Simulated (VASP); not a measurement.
# SiC: structure and properties in VASP

Aim: relax SiC with LDA, compute its properties on that cell and hold them against experiment. The steps: full relaxation (LDA), second relaxation, density, ELF and potential (LDA), bands along the symmetry lines (LDA), density of states (LDA), vibrations at Γ (LDA), core levels (LDA), self-consistent run (LDA), changed input and band structure (LDA), changed input. The start is a computed cell from the Materials Project.

Main program and level: VASP 6.6.1; LDA; plane waves and PAW (Si, C).

Experimental background.

“Stress distribution at the AlN/SiC heterointerface probed by Raman spectroscopy” (2020, arxiv:2011.13693) reports for SiC, 4H, by confocal polarized Raman, 532 nm, back-scattering (standard unstressed 4H-SiC reference sample): Raman mode (E2 TO (x=1/2), unstressed) 775.86 cm⁻¹ [Used as the zero-stress reference for the stress analysis; the passage does not describe …]; Raman mode (A1 TO (x=1) as labelled in the paper, unstressed) 781.83 cm⁻¹ [Zero-stress reference, sample or spot not described; the paper's x=1 label is doubtful …]; Raman mode (E1 TO (x=0), unstressed) 796.78 cm⁻¹ [Used as the zero-stress reference for the stress analysis; the passage does not describe …].

Report form: the programs' logs are mostly left out.

## (1) Starting point

Before any relaxation, the start is as follows. The structure is hexagonal, space group P6_3mc (No. 186). Conventional cell: a = 3.076 Å, b = 3.076 Å, c = 10.071 Å, α = 90.00°, β = 90.00°, γ = 120.00°. Nearest to Si lie 4 C at 1.88 to 1.89 Å. Si has 4 C at 1.88 to 1.89 Å nearest. Nearest to C lie 4 Si at 1.88 to 1.89 Å. Nearest to C lie 4 Si at 1.88 to 1.89 Å. Farther neighbours are not listed.

Coordinates:

```cif
data_structure
_symmetry_space_group_name_H-M 'P 1'
_symmetry_Int_Tables_number 1
_cell_length_a 3.0757
_cell_length_b 3.0757
_cell_length_c 10.0706
_cell_angle_alpha 90.000
_cell_angle_beta 90.000
_cell_angle_gamma 120.000
_cell_volume 82.50
loop_
_atom_site_label
_atom_site_type_symbol
_atom_site_fract_x
_atom_site_fract_y
_atom_site_fract_z
_atom_site_occupancy
Si1 Si 0.66667 0.33333 0.93784 1
Si2 Si 0.33333 0.66667 0.43784 1
Si3 Si 0.00000 0.00000 0.68789 1
Si4 Si 0.00000 0.00000 0.18789 1
C5 C 0.66667 0.33333 0.74980 1
C6 C 0.33333 0.66667 0.24980 1
C7 C 0.00000 0.00000 0.50046 1
C8 C 0.00000 0.00000 0.00046 1
```

## (2) Full relaxation (LDA)

The start need not lie at this functional's minimum. ISIF = 3 frees volume, shape and positions, and EDIFFG sets the threshold on forces and stress at which the search stops. LDA, the lowest rung, knows the local density alone.

File INCAR:

```
SYSTEM = SiC
PREC = Accurate
ENCUT = 520
EDIFF = 1E-06
NELM = 100
ISMEAR = 0
SIGMA = 0.05
LREAL = .FALSE.
ALGO = Normal
GGA = CA
NBANDS = 24
LORBIT = 11
LWAVE = .FALSE.
LCHARG = .FALSE.
KPAR = 4
IBRION = 2
NSW = 60
ISIF = 3
EDIFFG = -0.01
```

File POSCAR:

```
SiC
1.0
    3.0756941497      0.0000000000      0.0000000000
   -1.5378470748      2.6636292679      0.0000000000
    0.0000000000      0.0000000000     10.0706464800
Si C
4 4
Direct
    0.6666666700      0.3333333300      0.9378419800
    0.3333333300      0.6666666700      0.4378419800
    0.0000000000      0.0000000000      0.6878943800
    0.0000000000      0.0000000000      0.1878943800
    0.6666666700      0.3333333300      0.7498025900
    0.3333333300      0.6666666700      0.2498025900
    0.0000000000      0.0000000000      0.5004600500
    0.0000000000      0.0000000000      0.0004600500
```

File KPOINTS:

```
Automatic mesh
0
Gamma
8 8 3
0 0 0
```

The projector-augmented-wave data sets are Si and C (LDA family, release 64).

Started as:

```console
> mpirun -np 4 vasp_std
```

Elapsed: 24 s, on 4 MPI ranks of Intel Xeon Platinum 8488C (Sapphire Rapids), shared host; peak memory 0.73 GiB; 90 s of CPU time.

The gap is read on the k-mesh alone, so it is an upper bound where the band edges lie off the mesh. The run keeps the 12 symmetry operations of its start, so it cannot find a distortion of lower symmetry.

The steps of the relaxation:

```
step  energy less that of the first step (eV)  largest force (eV/Å)  pressure (GPa)  volume (Å³)
   1                                   0.0000                0.0052           -3.41        82.50
   2                                   0.0026                0.0129            3.91        79.91
   3                                  -0.0135                0.0033           -0.01        81.25
```

```
conventional cell, symmetrised  before   after  change
                         a (Å)   3.076   3.060  -0.5 %
                         b (Å)   3.076   3.060  -0.5 %
                         c (Å)  10.071  10.019  -0.5 %
              volume (Å³/atom)   10.31   10.16  -1.5 %
```

Final coordinates:

```
Si C
1.0
     3.06016    0.00000    0.00000
    -1.53008    2.65018    0.00000
     0.00000    0.00000   10.01884
Si C
4 4
Direct
  0.66667 0.33333 0.93785
  0.33333 0.66667 0.43785
  0.00000 0.00000 0.68789
  0.00000 0.00000 0.18789
  0.66667 0.33333 0.74980
  0.33333 0.66667 0.24980
  0.00000 0.00000 0.50045
  0.00000 0.00000 0.00045
```

This step gave:

- electrons: 32
- bands: 24
- irreducible k-points: 20
- symmetry operations: 12
- free energy (TOTEN): -66.5789 eV
- Fermi energy: 8.569 eV
- pressure: -0.01127 GPa
- metallic: no
- valence top at k: 0, 0, 0
- conduction bottom at k: 0.5, 0, 0
- least direct gap at k: 0.5, 0, 0
- SCF cycles over all ionic steps: 27
- gap on the k-mesh: 2.171 eV
- least direct gap on the k-mesh: 3.299 eV

It ends with a largest force of 0.003 eV/Å and a pressure of -0.01 GPa.

## (3) Second relaxation

A relaxation keeps the plane waves of the cell it began with, so it is repeated from the new cell, on a basis made for it.

INCAR is that of step 2.

File POSCAR:

```
SiC
1.0
    3.0601616548      0.0000000000      0.0000000000
   -1.5300808274      2.6501777327      0.0000000000
    0.0000000000      0.0000000000     10.0188447014
Si C
4 4
Direct
    0.6666666700      0.3333333300      0.9378538809
    0.3333333300      0.6666666700      0.4378538809
    0.0000000000      0.0000000000      0.6878883150
    0.0000000000      0.0000000000      0.1878883150
    0.6666666700      0.3333333300      0.7498021029
    0.3333333300      0.6666666700      0.2498021029
    0.0000000000      0.0000000000      0.5004547013
    0.0000000000      0.0000000000      0.0004547013
```

KPOINTS is that of step 2.

Started as:

```console
> mpirun -np 4 vasp_std
```

It took 13 s on 4 MPI ranks; peak memory 0.71 GiB; 49 s of CPU time.

Little changed from the start: no atom moved by 0.005 Å and no cell edge by 0.1 %.

Numbers from this step:

- free energy (TOTEN): -66.5784 eV
- pressure: -0.006202 GPa
- SCF cycles over all ionic steps: 13

It ends with a largest force of 0.003 eV/Å and a pressure of -0.01 GPa. The volume moved by under 0.01 %: the run met its threshold at the first step.

## (4) Density, ELF and potential (LDA)

A single point on the relaxed cell gives a clean self-consistent state, with density, ELF and potential written out.

INCAR, as its differences from that of step 3:

```diff
@@ -13,7 +13,5 @@
 LWAVE = .FALSE.
-LCHARG = .FALSE.
-KPAR = 4
-IBRION = 2
-NSW = 60
-ISIF = 3
-EDIFFG = -0.01
+LCHARG = .TRUE.
+ISIF = 2
+LELF = .TRUE.
+LVHAR = .TRUE.
```

POSCAR is that of step 3.

KPOINTS is that of step 3.

Started as:

```console
> mpirun -np 4 vasp_std
```

Elapsed: 13 s, on 4 MPI ranks; peak memory 0.51 GiB; 50 s of CPU time.

This step gave:

| Quantity | Value |
| --- | --- |
| SCF cycles | 13 |

Valence electrons inside each PAW sphere by angular momentum. Sphere charges, by row:

```
atom  s (e)  p (e)  d (e)  tot (e)
 Si1  0.714  0.995      0    1.709
 Si2  0.714  0.995      0    1.709
 Si3  0.715  0.994      0    1.709
 Si4  0.715  0.994      0    1.709
  C5  0.831  1.729      0    2.559
  C6  0.831  1.729      0    2.559
  C7   0.83  1.727      0    2.557
  C8   0.83  1.727      0    2.557
```

ELF in the ac plane at fractional y = 0.000, with atoms of Si and C within 0.2 Å of it. It is the smooth field of the valence electrons, not physical close to the nuclei.

Ten even steps from '_' (0.06) to '@' (0.92), each cell a mean:
```
::--##%%@@%%##++--++##%%@@%%##--
****########++--::--++########**
------------::::::::::----------
________..::--======--::..______
......::--==++++++++++==--::....
..::==**######******######**==::
____--##%%%%%%######%%%%%%**--__
____..--**##****++****##**--..__
##**++==----::......::----==++**
@@@@@@##++--..______..--++##@@@@
####%%%%##++--..__..--++##%%%%##
__..++##%%##**--::--**##%%##++..
::--**%%@@%%##==--==##%%@@%%**--
****########++--::--++########**
------------::::::::::----------
________..::--======--::..______
......::--==++++++++++==--::....
..::==**######******######**==::
____--**%%%%%%######%%%%%%**--__
____..==********++********==..__
****++==----::::..::::----==++**
@@@@@@##++--..______..--++##@@@@
####%%%%##++--..__..--++##%%%%##
__..==##%%##**--::--**##%%##++..
```
Columns run along a (3.1 Å), rows up along c (10.0 Å). Atoms in or near the plane, at fractional coordinates: Si at (0.00, 0.69), Si at (0.00, 0.19), C at (0.00, 0.50), C at (0.00, 0.00).

Electrostatic potential energy in the ac plane at fractional y = 0.000, with atoms of Si and C within 0.2 Å of it. With pseudopotentials it is smooth inside the atoms' cores, unlike the true potential.

Values in eV, 24 rows by 16 columns, each cell a mean:
```
-38 -42 -37 -15  -5  -4  -5  -7  -7  -7  -5  -4  -5 -15 -37 -42
-11  -9  -4  -2  -2  -4  -7  -9 -10  -9  -6  -4  -3  -2  -4  -9
  2   2   2   1   0  -2  -4  -5  -6  -5  -4  -2   0   1   2   2
  2   2   2   2   2   1   0   0   0   0   0   1   2   2   2   2
 -3  -3  -2  -1   1   1   1   1   1   1   1   1   1  -1  -2  -3
-32 -28 -19  -9  -4  -2  -1  -1  -1  -1  -1  -2  -4  -9 -19 -28
-82 -79 -66 -38 -14  -5  -2  -1  -1  -1  -3  -5 -14 -39 -66 -79
-85 -85 -82 -51 -20  -6  -3   0   1   0  -3  -6 -20 -51 -82 -85
-62 -57 -41 -22  -9  -4   0   1   2   1   0  -4  -9 -22 -41 -57
-12 -10  -7  -4  -2   1   2   2   2   2   2   1  -2  -4  -7 -10
-31 -29 -18  -6  -1   1   2   2   2   2   2   1  -1  -6 -18 -29
-22 -36 -47 -23  -4  -2  -1  -2  -2  -2  -1  -2  -4 -23 -47 -36
-36 -40 -36 -15  -5  -4  -5  -7  -7  -7  -5  -4  -5 -15 -36 -40
-12 -10  -5  -2  -3  -4  -6  -9 -10  -9  -7  -4  -3  -2  -5 -10
  2   2   2   1   0  -2  -4  -5  -6  -5  -4  -2   0   1   2   2
  2   2   2   2   2   1   0   0   0   0   0   1   2   2   2   2
 -3  -3  -2   0   1   1   1   1   1   1   1   1   1   0  -2  -3
-32 -28 -19 -10  -4  -2  -1  -1  -1  -1  -1  -2  -4 -10 -19 -28
-81 -78 -66 -38 -14  -5  -3  -1  -1  -1  -2  -5 -14 -38 -66 -78
-85 -85 -81 -50 -20  -6  -3   0   1   0  -3  -6 -20 -50 -81 -85
-60 -56 -42 -23  -9  -4   0   1   2   1   0  -4  -9 -23 -42 -56
-13 -11  -8  -4  -2   0   2   2   2   2   2   0  -2  -4  -8 -11
-33 -30 -18  -6  -1   1   2   2   2   2   2   1  -1  -6 -18 -30
-19 -34 -47 -23  -4  -2  -1  -2  -2  -2  -1  -2  -4 -23 -47 -34
```
Columns run along a (3.1 Å; values clipped at the 3rd and 97th percentile), rows up along c (10.0 Å). Atoms in or near the plane, at fractional coordinates: Si at (0.00, 0.69), Si at (0.00, 0.19), C at (0.00, 0.50), C at (0.00, 0.00).

Valence density in the ac plane at fractional y = 0.000, with atoms of Si and C within 0.2 Å of it. It is the smooth field of the valence electrons, not physical close to the nuclei.

Values in e/Å³, 24 rows by 16 columns, each cell a mean:
```
 1.6  1.6  1.5  1.2  0.8  0.6  0.4  0.3  0.3  0.3  0.4  0.6  0.8  1.2  1.5  1.6
 0.8  0.8  0.7  0.6  0.5  0.4  0.3  0.3  0.3  0.3  0.3  0.4  0.5  0.6  0.7  0.8
 0.2  0.2  0.2  0.2  0.2  0.2  0.2  0.2  0.2  0.2  0.2  0.2  0.2  0.2  0.2  0.2
 0.1  0.1  0.1  0.1  0.2  0.2  0.2  0.2  0.2  0.2  0.2  0.2  0.2  0.1  0.1  0.1
 0.2  0.2  0.2  0.2  0.2  0.3  0.3  0.3  0.3  0.3  0.3  0.3  0.2  0.2  0.2  0.2
 0.2  0.3  0.3  0.4  0.4  0.4  0.5  0.5  0.5  0.5  0.5  0.4  0.4  0.4  0.3  0.3
 0.0  0.1  0.3  0.5  0.5  0.5  0.5  0.5  0.5  0.5  0.5  0.5  0.5  0.5  0.3  0.1
-0.1  0.0  0.2  0.4  0.4  0.4  0.4  0.3  0.3  0.3  0.4  0.4  0.4  0.4  0.2  0.0
 0.5  0.4  0.4  0.4  0.3  0.2  0.2  0.2  0.2  0.2  0.2  0.2  0.3  0.4  0.4  0.4
 0.9  0.8  0.7  0.5  0.3  0.2  0.1  0.1  0.1  0.1  0.1  0.2  0.3  0.5  0.7  0.8
 1.5  1.4  1.1  0.8  0.5  0.3  0.2  0.2  0.1  0.2  0.2  0.3  0.5  0.8  1.1  1.4
 1.6  1.7  1.6  1.2  0.8  0.5  0.4  0.3  0.2  0.3  0.4  0.5  0.8  1.2  1.6  1.7
 1.6  1.6  1.5  1.1  0.8  0.6  0.4  0.3  0.3  0.3  0.4  0.6  0.8  1.1  1.5  1.6
 0.8  0.8  0.7  0.6  0.5  0.4  0.3  0.3  0.3  0.3  0.3  0.4  0.5  0.6  0.7  0.8
 0.2  0.2  0.2  0.2  0.2  0.2  0.2  0.2  0.2  0.2  0.2  0.2  0.2  0.2  0.2  0.2
 0.1  0.1  0.1  0.1  0.2  0.2  0.2  0.2  0.2  0.2  0.2  0.2  0.2  0.1  0.1  0.1
 0.2  0.2  0.2  0.2  0.2  0.3  0.3  0.3  0.3  0.3  0.3  0.3  0.2  0.2  0.2  0.2
 0.2  0.3  0.3  0.4  0.4  0.4  0.5  0.5  0.5  0.5  0.5  0.4  0.4  0.4  0.3  0.3
 0.0  0.1  0.3  0.5  0.5  0.5  0.5  0.5  0.5  0.5  0.5  0.5  0.5  0.5  0.3  0.1
-0.1  0.0  0.2  0.4  0.4  0.4  0.4  0.3  0.3  0.3  0.4  0.4  0.4  0.4  0.2  0.0
 0.4  0.4  0.4  0.4  0.3  0.2  0.2  0.2  0.2  0.2  0.2  0.2  0.3  0.4  0.4  0.4
 0.9  0.8  0.7  0.5  0.3  0.2  0.1  0.1  0.1  0.1  0.1  0.2  0.3  0.5  0.7  0.8
 1.6  1.4  1.1  0.8  0.5  0.3  0.2  0.2  0.1  0.2  0.2  0.3  0.5  0.8  1.1  1.4
 1.6  1.7  1.6  1.2  0.8  0.5  0.4  0.3  0.2  0.3  0.4  0.5  0.8  1.2  1.6  1.7
```
Columns run along a (3.1 Å), rows up along c (10.0 Å). Atoms in or near the plane, at fractional coordinates: Si at (0.00, 0.69), Si at (0.00, 0.19), C at (0.00, 0.50), C at (0.00, 0.00).

In this run the pressure is -0.01 GPa, small enough to go on.

## (5) Bands along the symmetry lines (LDA)

The mesh alone shows little of the dispersion and can miss band extrema, so KPOINTS_OPT adds a path through the symmetry points after the self-consistent cycle.

File INCAR:

```
SYSTEM = SiC
PREC = Accurate
ENCUT = 520
EDIFF = 1E-06
NELM = 100
ISMEAR = 0
SIGMA = 0.05
LREAL = .FALSE.
ALGO = Normal
GGA = CA
NBANDS = 36
LORBIT = 11
LWAVE = .FALSE.
LCHARG = .FALSE.
KPAR = 4
```

POSCAR is that of step 4.

KPOINTS is that of step 4.

File KPOINTS_OPT:

```
Line mode
12
Line-mode
Reciprocal
  0.00000000   0.00000000   0.00000000 GAMMA
  0.50000000   0.00000000   0.00000000 M

  0.50000000   0.00000000   0.00000000 M
  0.33333333   0.33333333   0.00000000 K

  0.33333333   0.33333333   0.00000000 K
  0.00000000   0.00000000   0.00000000 GAMMA

  0.00000000   0.00000000   0.00000000 GAMMA
  0.00000000   0.00000000   0.50000000 A

  0.00000000   0.00000000   0.50000000 A
  0.50000000   0.00000000   0.50000000 L

  0.50000000   0.00000000   0.50000000 L
  0.33333333   0.33333333   0.50000000 H

  0.33333333   0.33333333   0.50000000 H
  0.00000000   0.00000000   0.50000000 A

  0.50000000   0.00000000   0.50000000 L
  0.50000000   0.00000000   0.00000000 M

  0.33333333   0.33333333   0.00000000 K
  0.33333333   0.33333333   0.50000000 H
```

Started as:

```console
> mpirun -np 4 vasp_std
```

Elapsed: 57 s, on 4 MPI ranks; peak memory 0.88 GiB; 3.7 min of CPU time.

Numbers from this step:

| Item | Value |
| --- | --- |
| SCF cycles | 14 |
| bands | 36 |
| pressure | -0.006395 GPa |
| least gap on mesh and path | 2.171 eV |
| least direct gap on mesh and path | 3.299 eV |

Electronic bands along the path, in eV, zero at the valence-band top; v1 is the highest filled band, c1 the lowest empty one:

```
          point     v4     v3     v2     v1    c1    c2    c3    c4
              Γ  -0.59  -0.05   0.00   0.00  5.21  5.78  6.41  6.54
0.55 of the way  -1.80  -1.76  -0.99  -0.63  3.50  3.94  4.88  5.88
              M  -2.39  -2.24  -1.59  -1.13  2.17  2.30  4.18  4.76
0.45 of the way  -3.23  -2.38  -1.88  -1.88  2.98  3.79  4.74  5.84
              K  -4.06  -2.92  -2.92  -1.68  3.88  3.88  5.21  5.56
0.45 of the way  -2.49  -2.39  -1.86  -1.14  4.37  4.83  5.09  6.38
              Γ  -0.59  -0.05   0.00   0.00  5.21  5.78  6.41  6.54
0.55 of the way  -0.40  -0.40  -0.07  -0.07  5.27  5.61  6.63  6.83
              A  -0.21  -0.21  -0.21  -0.21  5.41  5.41  6.90  6.90
0.55 of the way  -1.35  -1.35  -1.02  -1.02  3.68  3.68  5.37  5.37
              L  -2.53  -2.53  -1.57  -1.57  2.58  2.58  4.16  4.16
0.45 of the way  -3.21  -3.21  -2.04  -2.04  3.44  3.44  5.23  5.23
              H  -2.78  -2.78  -2.48  -2.48  3.15  3.15  6.66  6.66
0.55 of the way  -1.89  -1.89  -0.99  -0.99  5.02  5.02  5.59  5.59
              A  -0.21  -0.21  -0.21  -0.21  5.41  5.41  6.90  6.90
      jump to L  -2.53  -2.53  -1.57  -1.57  2.58  2.58  4.16  4.16
0.45 of the way  -2.55  -1.96  -1.94  -1.27  2.43  2.44  3.96  4.72
              M  -2.39  -2.24  -1.59  -1.13  2.17  2.30  4.18  4.76
      jump to K  -4.06  -2.92  -2.92  -1.68  3.88  3.88  5.21  5.56
0.45 of the way  -3.69  -2.71  -2.71  -1.95  3.51  3.51  5.57  6.07
              H  -2.78  -2.78  -2.48  -2.48  3.15  3.15  6.66  6.66
```

The largest weight of each band there:

```
point      v4      v3      v2      v1       c1       c2       c3       c4
    Γ  C 0.80  C 0.89  C 0.90  C 0.90  Si 0.58  Si 0.64  Si 0.64   C 0.74
    M  C 0.63  C 0.67  C 0.69  C 0.72   C 0.59  Si 0.66  Si 0.79  Si 0.68
    K  C 0.56  C 0.59  C 0.59  C 0.66   C 0.64   C 0.64  Si 0.68  Si 0.51
    Γ  C 0.80  C 0.89  C 0.90  C 0.90  Si 0.58  Si 0.64  Si 0.64   C 0.74
    A  C 0.86  C 0.86  C 0.86  C 0.86  Si 0.60  Si 0.60  Si 0.57  Si 0.57
    L  C 0.63  C 0.63  C 0.69  C 0.69  Si 0.55  Si 0.55  Si 0.58  Si 0.58
```

The path finds the gap of the mesh within 0.02 eV, so the mesh comes close to both band edges.

## (6) Density of states (LDA)

Here the states are counted by energy and projected on the atoms. The mesh is finer than in the run before.

INCAR, as its differences from that of step 5:

```diff
@@ -5,3 +5,3 @@
 NELM = 100
-ISMEAR = 0
+ISMEAR = -5
 SIGMA = 0.05
@@ -15 +15,2 @@
 KPAR = 4
+NEDOS = 2001
```

POSCAR is that of step 5.

File KPOINTS:

```
Automatic mesh
0
Gamma
12 12 4
0 0 0
```

Started as:

```console
> mpirun -np 4 vasp_std
```

Elapsed: 47 s, on 4 MPI ranks; peak memory 0.97 GiB; 3.1 min of CPU time.

This step gave:

| Item | Value |
| --- | --- |
| irreducible k-points | 57 |
| free energy (TOTEN) | -66.5809 eV |
| Fermi energy | 8.344 eV |
| pressure | -0.008056 GPa |
| gap on the k-mesh | 2.172 eV |

The density of states has structure finer than the step of the table below, so its rows give means over 1 eV, whole bins alone (the curve runs from -12.0 to 6.91 eV). Peaks (eV: height): total -7.0: 3.47, -2.8: 4.4, -1.9: 5.87, 6.2: 4.23; C p -7.0: 0.619, -1.9: 2.14, 6.2: 0.407; Si p -10.4: 0.403, -2.8: 0.796, -1.9: 1.01, 6.2: 0.524; Si s -7.4: 0.835, -7.0: 0.759, 6.2: 0.431; C s -10.4: 1.37, -7.0: 0.219, 6.6: 0.199.

States under -12.0 eV and over 6.9 eV are left out. Table of density of states by energy, zero at the valence-band top; means over each step; values in states/eV/cell:

```
energy (eV)   total      C p     Si p     Si s      C s
        -11    2.24   0.0259    0.214    0.191    0.832
        -10   0.742  0.00460   0.0901   0.0199    0.310
         -9  0.0206  0.00339  0.00210  0.00378   5.0e-4
         -8    1.79    0.308    0.139    0.413   0.0578
         -7    2.77    0.493    0.224    0.592    0.173
         -6    1.85    0.361    0.224    0.217    0.149
         -5    2.50    0.577    0.385    0.165    0.115
         -4    3.23    0.854    0.539    0.161    0.101
         -3    3.90     1.20    0.697    0.103   0.0667
         -2    4.69     1.67    0.795   0.0644   0.0466
         -1    2.80     1.14    0.386   0.0167   0.0153
          0   0.462    0.212   0.0406   5.0e-4   7.2e-4
          1       0        0        0        0        0
          2  0.0472  0.00232  0.00391  0.00160  0.00375
          3    1.33   0.0979    0.119   0.0497   0.0746
          4    1.83    0.163    0.177   0.0920   0.0718
          5    2.60    0.231    0.273    0.226   0.0985
          6    3.48    0.324    0.399    0.362    0.162
```

The gap on this mesh is 2.17 eV. In the top eV of the valence band the largest shares in the PAW spheres are C p 44 % and Si p 11 %. The rest lies in smaller channels or between the spheres.

(Continued in part 2 of 2.)

[Lines on the potential files, build, host, timing and source positions are cut from VASP's logs without a mark.]

[Logs are printed without paths, hosts, clocks, repeated set-up lines and the standing remarks that a program may print on its own settings, such as how far it seeks lower states.]

[Hosts, paths, dates, database ids (printed as entryN), source tags and the programs' standing remarks are cut or masked in the printed files.]

[Measured values are set beside computed ones only where the two were judged alike; some that the calculation misses by far are left out.]

[In band tables of VASP the shares of atoms and orbitals are scaled to a sum of 1 inside the atoms' spheres.]
